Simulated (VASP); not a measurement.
Runs of VASP 6.6.1 on La. The structure is hexagonal, space group P6_3/mmc (No. 194). Conventional cell: a = 3.770 Å, b = 3.770 Å, c = 12.159 Å, α = 90.00°, β = 90.00°, γ = 120.00°. Around La (site symmetry -3m) lie 12 La at 3.74 to 3.77 Å. La (site symmetry -6m2) has 12 La at 3.74 to 3.77 Å as nearest neighbours. 

```tsv
level	potentials or basis	k mesh	cutoff (eV)	gap on the mesh (eV)	pressure (GPa)	relaxed volume (Å³/atom)
r2SCAN	VASP PAW PBE potentials, release 64 (La)	12 × 12 × 3	600	none	0.0	37.37
PBE	VASP PAW PBE potentials, release 64 (La)	12 × 12 × 3	600	none	0.0	37.21
PBE+D3(BJ)	VASP PAW PBE potentials, release 64 (La)	12 × 12 × 3	600	none	0.0	(a)
PBE	VASP PAW PBE potentials, release 64 (La)	6 × 6 × 2	300	none	0.0	37.23
LDA	VASP PAW LDA potentials, release 64 (La)	12 × 12 × 3	600	none	0.0	(b)
PBEsol	VASP PAW PBE potentials, release 64 (La)	12 × 12 × 3	600	none	0.0	34.14
```

Alike in all rows: task relaxation of cell and atoms; no spin polarisation; cell relaxed; smearing methfessel-paxton 0.1 eV.

Task: Estimate the missing entries.

Result: (a) 34.54; (b) 32.32.

Caveats: the PAW data sets were made with another functional, which shifts forces and pressure a little (some runs); pairwise dispersion overbinds metals, which lowers pressure and volume (some runs); the volume moved by -14 % from the deposited cell, more than functionals usually miss (some runs).

A k mesh can miss the band edges, and the runs leave out spin-orbit coupling on La.

A gap of «none» marks a metal or a gap under the smearing width.

Not every run made on this cell is shown here.
